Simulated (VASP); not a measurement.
Output of a VASP run:

File OSZICAR:
```
       N       E                     dE             d eps       ncg     rms          rms(c)
DAV:   1     0.311861710845E+03    0.31186E+03   -0.16940E+04  4104   0.162E+03
DAV:   2    -0.139751651476E+02   -0.32584E+03   -0.32266E+03  4436   0.455E+02
DAV:   3    -0.220604591117E+02   -0.80853E+01   -0.78699E+01  4923   0.820E+01
DAV:   4    -0.221496347134E+02   -0.89176E-01   -0.87688E-01  4448   0.807E+00
DAV:   5    -0.221504614208E+02   -0.82671E-03   -0.82647E-03  4572   0.739E-01    0.238E+01
DAV:   6    -0.208576263715E+02    0.12928E+01   -0.31414E+00  4326   0.176E+01    0.739E+00
DAV:   7    -0.207068332689E+02    0.15079E+00   -0.59534E-01  4670   0.695E+00    0.878E-01
DAV:   8    -0.206977686306E+02    0.90646E-02   -0.10852E-02  4195   0.115E+00    0.293E-01
DAV:   9    -0.206977231704E+02    0.45460E-04   -0.54591E-04  4810   0.209E-01    0.214E-02
DAV:  10    -0.206977186000E+02    0.45704E-05   -0.14992E-05  4332   0.337E-02    0.907E-03
DAV:  11    -0.206977178948E+02    0.70521E-06   -0.54155E-07  2166   0.851E-03
   1 F= -.21911231E+02 E0= -.21910839E+02  d E =-.219112E+02
       N       E                     dE             d eps       ncg     rms          rms(c)
DAV:   1    -0.213720972989E+02   -0.67438E+00   -0.21765E+01  4182   0.556E+01    0.103E+01
DAV:   2    -0.206321575429E+02    0.73994E+00   -0.20644E+00  4180   0.154E+01    0.143E+00
DAV:   3    -0.205959695181E+02    0.36188E-01   -0.25567E-01  4484   0.488E+00    0.152E+00
DAV:   4    -0.206089689081E+02   -0.12999E-01   -0.10569E-02  4192   0.861E-01    0.132E-01
DAV:   5    -0.206099505598E+02   -0.98165E-03   -0.25255E-03  4554   0.458E-01    0.452E-02
DAV:   6    -0.206099825636E+02   -0.32004E-04   -0.11171E-04  4163   0.100E-01    0.184E-02
DAV:   7    -0.206099814099E+02    0.11537E-05   -0.15527E-06  2832   0.120E-02    0.191E-03
DAV:   8    -0.206099816145E+02   -0.20456E-06   -0.21885E-07  2058   0.464E-03
   2 F= -.21878469E+02 E0= -.21878247E+02  d E =0.327630E-01
       N       E                     dE             d eps       ncg     rms          rms(c)
DAV:   1    -0.211215012357E+02   -0.51152E+00   -0.12888E+01  4226   0.444E+01    0.700E+00
DAV:   2    -0.206998053651E+02    0.42170E+00   -0.12193E+00  4244   0.114E+01    0.109E+00
DAV:   3    -0.206809295312E+02    0.18876E-01   -0.15075E-01  4448   0.369E+00    0.947E-01
DAV:   4    -0.206883340668E+02   -0.74045E-02   -0.75496E-03  4121   0.686E-01    0.220E-01
DAV:   5    -0.206881945674E+02    0.13950E-03   -0.14031E-03  4525   0.356E-01    0.516E-02
DAV:   6    -0.206882857503E+02   -0.91183E-04   -0.76441E-05  4134   0.691E-02    0.531E-03
DAV:   7    -0.206882860009E+02   -0.25055E-06   -0.11241E-06  2770   0.903E-03
   3 F= -.21915059E+02 E0= -.21914694E+02  d E =-.382796E-02
```

OUTCAR:
```
------------------------ aborting loop because EDIFF is reached ----------------------------------------
  Edisp (eV):   -1.22677
  FORCE on cell =-STRESS in cart. coord.  units (eV):
  Direction    XX          YY          ZZ          XY          YZ          ZX
  --------------------------------------------------------------------------------------
  Total      -0.01214    -0.01214    -0.01311     0.00000     0.00000    -0.00000
  in kB      -0.68949    -0.68949    -0.74458     0.00000     0.00000    -0.00000
  external pressure =       -0.71 kB  Pullay stress =        0.00 kB
  volume of cell :       28.21
      direct lattice vectors                 reciprocal lattice vectors
     1.364779192 -2.363867291 -0.000000000     0.366359630 -0.211517796  0.000000000
     1.364779192  2.363867291 -0.000000000     0.366359630  0.211517796  0.000000000
    -0.000000000  0.000000000  4.372739914     0.000000000 -0.000000000  0.228689568
 POSITION                                       TOTAL-FORCE (eV/Angst)
 -----------------------------------------------------------------------------------
      1.36478      0.78796      1.09318        -0.000000      0.000000      0.000000
      1.36478     -0.78796      3.27955         0.000000      0.000000      0.000000
 -----------------------------------------------------------------------------------
    total drift:                               -0.000025      0.000611     -0.000043
  FREE ENERGIE OF THE ION-ELECTRON SYSTEM (eV)
  ---------------------------------------------------
  free  energy   TOTEN  =       -21.9150594574 eV

  energy  without entropy=      -21.9139641536  energy(sigma->0) =      -21.91469436

 reached required accuracy - stopping structural energy minimisation
```
(Selected blocks of OUTCAR.)

File POSCAR:
```
Tc
1
    1.3700000000    -2.3729100000     0.0000000000
    1.3700000000     2.3729100000     0.0000000000
    0.0000000000     0.0000000000     4.3900000000
Tc
2
Direct
  0.3333330000   0.6666670000   0.2500000000
  0.6666670000   0.3333330000   0.7500000000
```

**Question.** Reconstruct the remaining input files.

**Answer.** Several could match; the one computed here: the input of the run itself, PBE GGA with D4 dispersion, plane waves, VASP's PBE PAW potentials (set 64).

**KPOINTS**
```
K-points
0
G
  14 14 8
0 0 0
```

INCAR:
```
SYSTEM = Tc
PREC = Accurate
ENCUT = 520
EDIFF = 1E-6
NELM = 100
ALGO = Normal
LREAL = .FALSE.
LASPH = .TRUE.
ISMEAR = 1
SIGMA = 0.1
GGA = PE
IVDW = 13
LMAXMIX = 4
LWAVE = .FALSE.
LCHARG = .FALSE.
IBRION = 2
ISIF = 3
NSW = 60
EDIFFG = -0.01
```

POTCAR, in this order: Tc_pv (PBE.64 set). Program: vasp_std.

The compound is Tc in the hcp structure. This run relaxes it. Symmetry was kept, so distortions that lower it aren't found.
